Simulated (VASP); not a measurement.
Level of theory: PBE GGA, VASP's PBE PAW potentials (set 64) (plane waves; VASP 6.6.1).

A VASP calculation is set up with these files.

INCAR:
```
LWAVE = .FALSE.
ENCUT = 520   # plane-wave cut-off (eV)
LCHARG = .FALSE.
ALGO = Normal   # blocked Davidson
LMAXMIX = 4   # l cut-off of mixed one-centre charges
SYSTEM = PbF2
ISIF = 2
LASPH = .TRUE.
GGA = PE
EDIFF = 1E-6   # SCF stop (eV)
NELM = 100
SIGMA = 0.05
PREC = Low
ISMEAR = 0   # Gaussian
LREAL = .FALSE.
```

File KPOINTS:
```
K-points
0
gamma
6 6 6
```

POSCAR:
```
PbF2
1
    0.0000000000     3.0405300000     2.9546830000
    2.9555420000     0.0000000000     2.9546830000
    2.9555420000     3.0405300000     0.0000000000
Pb F
1 2
Direct
  0.0000000000   0.0000000000   0.0000000000
  0.2500000000   0.2500000000   0.2500000000
  0.7403290000   0.7596710000   0.7596710000
```

POTCAR, in this order: Pb_d F (PBE.64 set). Program: vasp_std.

The run wrote:

### OSZICAR
```
       N       E                     dE             d eps       ncg     rms          rms(c)
DAV:   1     0.306161307204E+03    0.30616E+03   -0.15068E+04  2456   0.178E+03
DAV:   2     0.114187555249E+02   -0.29474E+03   -0.28340E+03  2816   0.457E+02
DAV:   3    -0.154916353586E+02   -0.26910E+02   -0.26644E+02  2858   0.155E+02
DAV:   4    -0.162943681750E+02   -0.80273E+00   -0.80166E+00  2624   0.276E+01
DAV:   5    -0.163216146638E+02   -0.27246E-01   -0.27245E-01  2870   0.521E+00    0.804E+00
DAV:   6    -0.143557307440E+02    0.19659E+01   -0.10510E+01  3114   0.271E+01    0.273E+00
DAV:   7    -0.143486818770E+02    0.70489E-02   -0.46011E-01  2470   0.466E+00    0.156E+00
DAV:   8    -0.143440189806E+02    0.46629E-02   -0.10236E-01  2466   0.396E+00    0.487E-01
DAV:   9    -0.143416683646E+02    0.23506E-02   -0.19730E-02  2742   0.108E+00    0.101E-01
DAV:  10    -0.143428159854E+02   -0.11476E-02   -0.15428E-03  2454   0.430E-01    0.278E-02
DAV:  11    -0.143428062108E+02    0.97745E-05   -0.10883E-04  2628   0.107E-01    0.114E-02
DAV:  12    -0.143428164462E+02   -0.10235E-04   -0.45187E-05  2746   0.716E-02    0.997E-03
DAV:  13    -0.143428149145E+02    0.15318E-05   -0.13642E-05  2698   0.412E-02    0.152E-03
DAV:  14    -0.143428149907E+02   -0.76213E-07   -0.56144E-07  1506   0.643E-03
   1 F= -.14342815E+02 E0= -.14342815E+02  d E =-.430932E-13
```

### OUTCAR
```
------------------------ aborting loop because EDIFF is reached ----------------------------------------
  FORCE on cell =-STRESS in cart. coord.  units (eV):
  Direction    XX          YY          ZZ          XY          YZ          ZX
  --------------------------------------------------------------------------------------
  Total        0.5219576      0.0216658      0.5179239      0.0000000      0.1514114      0.0000000
  in kB       15.7477493      0.6536694     15.6260514      0.0000000      4.5681646      0.0000000
  external PRESSURE =      10.6758234 kB  Pullay stress =       0.0000000 kB
  volume of cell :       53.10
      direct lattice vectors                 reciprocal lattice vectors
     0.000000000  3.040530000  2.954683000    -0.169173708  0.164445015  0.169222891
     2.955542000  0.000000000  2.954683000     0.169173708 -0.164445015  0.169222891
     2.955542000  3.040530000  0.000000000     0.169173708  0.164445015 -0.169222891
 POSITION                                       TOTAL-FORCE (eV/Angst)
 -----------------------------------------------------------------------------------
      0.00000      0.00000      0.00000         0.033570     -0.000000      0.000000
      1.47777      1.52026      1.47734         0.098940      0.000000      0.000000
      4.49048      4.56079      4.43202        -0.132510      0.000000      0.000000
 -----------------------------------------------------------------------------------
    total drift:                                0.019233      0.000074      0.000012
  FREE ENERGIE OF THE ION-ELECTRON SYSTEM (eV)
  ---------------------------------------------------
  free  energy   TOTEN  =       -14.3428149907 eV

  energy  without entropy=      -14.3428149907  energy(sigma->0) =      -14.34281499
```
(Selected blocks of OUTCAR.)

The compound is PbF2 in the fluorite structure, the β form. The cell was not relaxed at this level, atoms are displaced from their ideal sites. The run is one of a series of settings (PREC = Low against the base run), some of them coarse on purpose.
